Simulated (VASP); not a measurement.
Given:

```xyz
1
Lattice="-2.8337 2.8337 2.8337 2.8337 -2.8337 2.8337 2.8337 2.8337 -2.8337" Properties=species:S:1:pos:R:3 pbc="T T T"
Rb     0.0000     0.0000     0.0000
```

All values below come from PW91 GGA, VASP's PBE PAW potentials (set 64) (plane waves; VASP). Run with 520 eV cut-off, Gaussian smearing of 0.050 eV, potentials Rb_sv.

Question: Estimate the band gap (along the path) with the smallest direct gap where there is one.

Answer: 
- band gap (along the path) = none (metal, semimetal or under 0.01 eV)

The absolute energy has meaning only against runs of the same code, potentials and settings.

The compound is Rb in the bcc structure. It was relaxed first.
